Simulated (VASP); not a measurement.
Set up this calculation in VASP 6.6.1, as the native input.

```yaml
Task: band structure
Functional: PBEsol
Potentials_or_basis: VASP PAW PBE potentials, release 64 (Si, O)
Cutoff: 520 eV
k_mesh: 6 × 6 × 9
Occupations: gaussian, width 0.02 eV
Spin: no spin polarisation
Further_INCAR_settings: ALGO = Fast; EDIFF = 1e-06; NBANDS = 25
```

The system is SiO2.

```
CELL_PARAMETERS angstrom
4.19217 0.00000 0.00000
0.00000 4.19217 0.00000
0.00000 0.00000 2.68260
ATOMIC_POSITIONS crystal
Si 0.50000 0.50000 0.50000
Si 0.00000 0.00000 0.00000
O 0.69417 0.69417 0.00000
O 0.80583 0.19417 0.50000
O 0.30583 0.30583 0.00000
O 0.19417 0.80583 0.50000
```

These files were run (other wordings do the same):

POSCAR

```
SiO2                                    
1.0
    4.1921693783      0.0000000000      0.0000000000
   -0.0000000000      4.1921693783      0.0000000000
    0.0000000000      0.0000000000      2.6825976075
  Si              O             
     2     4
Direct
     0.5000000000000000    0.5000000000000000    0.5000000000000000
     0.0000000000000000    0.0000000000000000    0.0000000000000000
     0.6941722894841821    0.6941722894841821    0.0000000000000000
     0.8058277105158179    0.1941722894841822    0.5000000000000000
     0.3058277105158179    0.3058277105158179    0.0000000000000000
     0.1941722894841822    0.8058277105158179    0.5000000000000000
```

INCAR.step1

```
  ALGO = Fast
  EDIFF = 1E-6
  ENCUT = 520
  GGA = PS
  ISIF = 2
  ISMEAR = 0
  KPAR = 8
  LASPH = T
  LCHARG = T
  LREAL = F
  LWAVE = F
  NBANDS = 25
  NELM = 60
  PREC = Accurate
  SIGMA = 0.02
```

KPOINTS.step1

```
k-points
0
Gamma
  6 6 9
```

INCAR.step2

```
  ALGO = Fast
  EDIFF = 1E-6
  ENCUT = 520
  GGA = PS
  ICHARG = 11
  ISIF = 2
  ISMEAR = 0
  KPAR = 8
  LASPH = T
  LCHARG = F
  LREAL = F
  LWAVE = F
  NBANDS = 25
  NELM = 60
  PREC = Accurate
  SIGMA = 0.05
```

KPOINTS.step2

```
path GXMGZRAZ,XR,MA
15
line-mode
reciprocal
 0.0000000000  0.0000000000  0.0000000000  G
 0.0000000000  0.5000000000  0.0000000000  X

 0.0000000000  0.5000000000  0.0000000000  X
 0.5000000000  0.5000000000  0.0000000000  M

 0.5000000000  0.5000000000  0.0000000000  M
 0.0000000000  0.0000000000  0.0000000000  G

 0.0000000000  0.0000000000  0.0000000000  G
 0.0000000000  0.0000000000  0.5000000000  Z

 0.0000000000  0.0000000000  0.5000000000  Z
 0.0000000000  0.5000000000  0.5000000000  R

 0.0000000000  0.5000000000  0.5000000000  R
 0.5000000000  0.5000000000  0.5000000000  A

 0.5000000000  0.5000000000  0.5000000000  A
 0.0000000000  0.0000000000  0.5000000000  Z

 0.0000000000  0.5000000000  0.0000000000  X
 0.0000000000  0.5000000000  0.5000000000  R

 0.5000000000  0.5000000000  0.0000000000  M
 0.5000000000  0.5000000000  0.5000000000  A
```

Potentials or basis: VASP PAW PBE potentials, release 64 (Si, O).

The run is started by

```sh
$ cat potpaw_PBE.64/Si/POTCAR potpaw_PBE.64/O/POTCAR > POTCAR
$ cp INCAR.step1 INCAR
$ cp KPOINTS.step1 KPOINTS
$ mpirun -np 8 vasp_std > vasp.out
$ cp INCAR.step2 INCAR
$ cp KPOINTS.step2 KPOINTS
$ mpirun -np 8 vasp_std > vasp.out
```

Results of the run:

* Band gap on the k mesh: 5.34 eV, direct
* Band gap along the path: 5.34 eV, direct

Caveat: the log is that of the step along the path at fixed density, whose energy, stress, charges and moments have no meaning.

It took 11 s on 8 MPI ranks on Intel(R) Xeon(R) 6975P-C (Granite Rapids), on a shared host, peak memory 0.22 GiB a rank.
